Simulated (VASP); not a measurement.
Output of a VASP run:

OSZICAR:
```
       N       E                     dE             d eps       ncg     rms          rms(c)
DAV:   1     0.821554880311E+02    0.82155E+02   -0.35737E+03  1440   0.993E+02
DAV:   2    -0.150612359406E+01   -0.83662E+02   -0.81861E+02  2000   0.197E+02
DAV:   3    -0.628398981607E+01   -0.47779E+01   -0.45480E+01  1768   0.609E+01
DAV:   4    -0.653427592253E+01   -0.25029E+00   -0.24233E+00  2704   0.113E+01
DAV:   5    -0.654070962483E+01   -0.64337E-02   -0.64008E-02  2474   0.187E+00    0.966E+00
DAV:   6    -0.643924451965E+01    0.10147E+00   -0.12972E+01  2262   0.248E+01    0.614E+00
DAV:   7    -0.601822209943E+01    0.42102E+00   -0.78691E+00  2496   0.215E+01    0.393E+00
DAV:   8    -0.594936630374E+01    0.68856E-01   -0.97456E-01  2332   0.744E+00    0.812E-01
DAV:   9    -0.594589691303E+01    0.34694E-02   -0.65395E-02  2624   0.212E+00    0.189E-01
DAV:  10    -0.594650057647E+01   -0.60366E-03   -0.27396E-03  2588   0.307E-01    0.128E-01
DAV:  11    -0.594651101835E+01   -0.10442E-04   -0.37752E-04  2618   0.175E-01    0.382E-02
DAV:  12    -0.594651747735E+01   -0.64590E-05   -0.39342E-05  2616   0.471E-02    0.127E-02
DAV:  13    -0.594651619888E+01    0.12785E-05   -0.13892E-05  2660   0.311E-02    0.193E-03
DAV:  14    -0.594651610758E+01    0.91302E-07   -0.48816E-07  1518   0.586E-03
   1 F= -.59465161E+01 E0= -.59361441E+01  d E =-.207439E-01
```

**OUTCAR**
```
------------------------ aborting loop because EDIFF is reached ----------------------------------------
  FORCE on cell =-STRESS in cart. coord.  units (eV):
  Direction    XX          YY          ZZ          XY          YZ          ZX
  --------------------------------------------------------------------------------------
  Total       -0.0266751     -0.0266751     -0.0266751     -0.0000000     -0.0000000      0.0000000
  in kB       -1.6266141     -1.6266141     -1.6266141     -0.0000000     -0.0000000      0.0000000
  external PRESSURE =      -1.6266141 kB  Pullay stress =       0.0000000 kB
  volume of cell :       26.27
      direct lattice vectors                 reciprocal lattice vectors
     0.000000000  2.359577000  2.359577000    -0.211902388  0.211902388  0.211902388
     2.359577000  0.000000000  2.359577000     0.211902388 -0.211902388  0.211902388
     2.359577000  2.359577000  0.000000000     0.211902388  0.211902388 -0.211902388
 POSITION                                       TOTAL-FORCE (eV/Angst)
 -----------------------------------------------------------------------------------
      0.00000      0.00000      0.00000         0.000000     -0.000000      0.000000
 -----------------------------------------------------------------------------------
    total drift:                                0.000000     -0.000000     -0.000000
  FREE ENERGIE OF THE ION-ELECTRON SYSTEM (eV)
  ---------------------------------------------------
  free  energy   TOTEN  =        -5.9465161076 eV

  energy  without entropy=       -5.9257721920  energy(sigma->0) =       -5.93614415
```
(Selected blocks of OUTCAR.)

**POSCAR**
```
Ce
1
    0.0000000000     2.3595770000     2.3595770000
    2.3595770000     0.0000000000     2.3595770000
    2.3595770000     2.3595770000     0.0000000000
Ce
1
Direct
  0.0000000000   0.0000000000   0.0000000000
```

Q: Reconstruct the remaining input files.

A: Several could match; the one computed here: the input of the run itself, PBE GGA, plane waves, VASP's PBE PAW potentials (set 64).

KPOINTS:
```
Automatic mesh
0
Gamma
12 12 12
0 0 0
```

**INCAR**
```
ALGO=Normal
EDIFF=1E-6
ENCUT=300
GGA=PE
ISIF=2
ISMEAR=-1
LASPH=.True.
LCHARG=.False.
LMAXMIX=6
LREAL=.False.
LWAVE=.False.
NELM=100
PREC=Accurate
SIGMA=0.05
SYSTEM=Ce
```

POTCAR, in this order: Ce (PBE.64 set). Program: vasp_std.

At this cut-off the stress carries a Pulay error, which pulls relaxed volumes low.

The structure comes from a computed database's Ce entry; how it stands against other phases isn't given here. The cell was not relaxed at this level. The run is not spin-polarised, so no magnetic state was tried.
